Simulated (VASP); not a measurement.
An input for Quantum ESPRESSO's pw.x (written as the equivalent of a VASP run, and not itself run):

```
&CONTROL
  calculation = 'vc-relax'
  pseudo_dir = './pseudo'
  outdir = './out'
  tprnfor = .true.
  tstress = .true.
  nstep = 50
  forc_conv_thr = 0.00039
/
&SYSTEM
  ibrav = 0
  nat = 1
  ntyp = 1
  ecutwfc = 88
  occupations = 'smearing'
  smearing = 'fermi-dirac'
  degauss = 0.00735
  input_dft = 'pbe'
/
&ELECTRONS
  conv_thr = 7.3e-08
  electron_maxstep = 100
/
&IONS
/
&CELL
/
ATOMIC_SPECIES
  Na 22.990 Na.upf
CELL_PARAMETERS angstrom
    -2.0829850    2.0829850    2.0829850
     2.0829850   -2.0829850    2.0829850
     2.0829850    2.0829850   -2.0829850
ATOMIC_POSITIONS crystal
  Na   0.0000000  0.0000000  0.0000000
K_POINTS automatic
  8 8 8 0 0 0
```

**Question.** Translate this input to VASP (INCAR, KPOINTS, POSCAR, choice of POTCAR).

**Answer.** Several could match; the one computed here: 
File KPOINTS:
```
Automatic mesh
0
Gamma
8 8 8
0 0 0
```

### INCAR
```
# general
SYSTEM  =  Na
PREC    =  Accurate
ENCUT   =  300
LREAL   =  F
LASPH   =  T

# electronic loop
EDIFF   =  1E-6
NELM    =  100
ALGO    =  Normal

# smearing
ISMEAR  =  -1
SIGMA   =  0.1

# functional
GGA     =  PE

# ions
IBRION  =  2
NSW     =  50
ISIF    =  3
EDIFFG  =  -0.01

# output
LWAVE   =  F
LCHARG  =  F
```

**POSCAR**
```
Na
1.0
 -2.0829850000   2.0829850000   2.0829850000
  2.0829850000  -2.0829850000   2.0829850000
  2.0829850000   2.0829850000  -2.0829850000
Na
1
Cart
  0.0000000000   0.0000000000   0.0000000000
```

POTCAR, in this order: Na_pv (PBE.64 set). Program: vasp_std.

The two are equivalent in intent, not identical: the potentials are each code's own (VASP's PAW set, PseudoDojo norm-conserving files in pw.x), so ENCUT and ecutwfc are chosen apart and not converted; conv_thr bounds pw.x's estimated SCF error, while EDIFF bounds the energy change between steps; forc_conv_thr acts on force components and is met together with etot_conv_thr.

The structure comes from a computed database's Na entry; how it stands against other phases isn't given here. This run relaxes it. Symmetry was kept, so distortions that lower it aren't found. The run is one of a series of settings (EDIFFG = -0.01, IBRION = 2, ISIF = 3, NSW = 50 against the base run), some of them coarse on purpose.
